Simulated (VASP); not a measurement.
Calculation: SCAN meta-GGA, VASP's PBE PAW potentials (set 64) (plane waves; VASP).

Input for VASP

File KPOINTS:
```
Automatic mesh
0
Gamma
7 7 7
0 0 0
```

POSCAR:
```
CuI
1
    0.0000000000     2.9963245237     2.9963245237
    2.9963245237     0.0000000000     2.9963245237
    2.9963245237     2.9963245237     0.0000000000
Cu I
1 1
Direct
  0.0000000000   0.0000000000   0.0000000000
  0.2500000000   0.2500000000   0.2500000000
```

### INCAR
```
SYSTEM = CuI
PREC = Accurate; ENCUT = 520; LREAL = .False.
LASPH = .True.
EDIFF = 1E-6; NELM = 100; ALGO = Normal
LMAXMIX = 4; LMIXTAU = .True.
ISMEAR = 0; SIGMA = 0.05
METAGGA = SCAN
IBRION = 2; NSW = 60; ISIF = 3
EDIFFG = -0.01
LWAVE = .False.; LCHARG = .False.
```

POTCAR, in this order: Cu I (PBE.64 set). Program: vasp_std.

Output

**OSZICAR**
```
       N       E                     dE             d eps       ncg     rms          rms(c)
DAV:   1     0.631313612768E+02    0.63131E+02   -0.82899E+03   520   0.154E+03
DAV:   2    -0.469913563088E+02   -0.11012E+03   -0.10319E+03   535   0.278E+02
DAV:   3    -0.551744358368E+02   -0.81831E+01   -0.80604E+01   690   0.880E+01
DAV:   4    -0.554334787621E+02   -0.25904E+00   -0.25888E+00   592   0.142E+01
DAV:   5    -0.554438692407E+02   -0.10390E-01   -0.10390E-01   760   0.306E+00    0.540E+00
DAV:   6    -0.524205031007E+02    0.30234E+01   -0.85934E+00   520   0.849E+01    0.444E+00
DAV:   7    -0.521310239020E+02    0.28948E+00   -0.15030E+00   620   0.488E+01    0.185E+00
DAV:   8    -0.521462599831E+02   -0.15236E-01   -0.48753E-01   648   0.207E+01    0.126E+00
DAV:   9    -0.520348916112E+02    0.11137E+00   -0.18928E-01   692   0.106E+01    0.233E-01
DAV:  10    -0.521320030334E+02   -0.97111E-01   -0.44626E-02   520   0.276E+00    0.819E-02
DAV:  11    -0.521328978615E+02   -0.89483E-03   -0.10717E-03   640   0.433E-01    0.257E-02
DAV:  12    -0.521329500247E+02   -0.52163E-04   -0.41516E-04   613   0.570E-01    0.281E-02
DAV:  13    -0.521330304146E+02   -0.80390E-04   -0.22946E-04   612   0.448E-01    0.105E-02
DAV:  14    -0.521330122722E+02    0.18142E-04   -0.49142E-05   569   0.144E-01    0.471E-03
DAV:  15    -0.521330152175E+02   -0.29452E-05   -0.11696E-05   550   0.596E-02    0.315E-03
DAV:  16    -0.521330184965E+02   -0.32790E-05   -0.20960E-06   457   0.259E-02    0.142E-03
DAV:  17    -0.521330211615E+02   -0.26650E-05   -0.77939E-07   390   0.150E-02    0.982E-04
DAV:  18    -0.521330212097E+02   -0.48259E-07   -0.13230E-07   335   0.575E-03
   1 F= -.52133021E+02 E0= -.52133021E+02  d E =-.521330E+02
```

**OUTCAR**
```
------------------------ aborting loop because EDIFF is reached ----------------------------------------
  FORCE on cell =-STRESS in cart. coord.  units (eV):
  Direction    XX          YY          ZZ          XY          YZ          ZX
  --------------------------------------------------------------------------------------
  Total        0.0034286      0.0034286      0.0034286      0.0000000     -0.0000000     -0.0000000
  in kB        0.1021025      0.1021025      0.1021025      0.0000000     -0.0000000     -0.0000000
  external PRESSURE =       0.1021025 kB  Pullay stress =       0.0000000 kB
  volume of cell :       53.80
      direct lattice vectors                 reciprocal lattice vectors
     0.000000000  2.996324524  2.996324524    -0.166871110  0.166871110  0.166871110
     2.996324524  0.000000000  2.996324524     0.166871110 -0.166871110  0.166871110
     2.996324524  2.996324524  0.000000000     0.166871110  0.166871110 -0.166871110
  FREE ENERGIE OF THE ION-ELECTRON SYSTEM (eV)
  ---------------------------------------------------
  free  energy   TOTEN  =       -52.1330212097 eV

  energy  without entropy=      -52.1330212097  energy(sigma->0) =      -52.13302121

 reached required accuracy - stopping structural energy minimisation
```
(Selected blocks of OUTCAR.)

The compound is CuI in the zinc blende structure. It was relaxed first. The start is the result of an earlier pass.
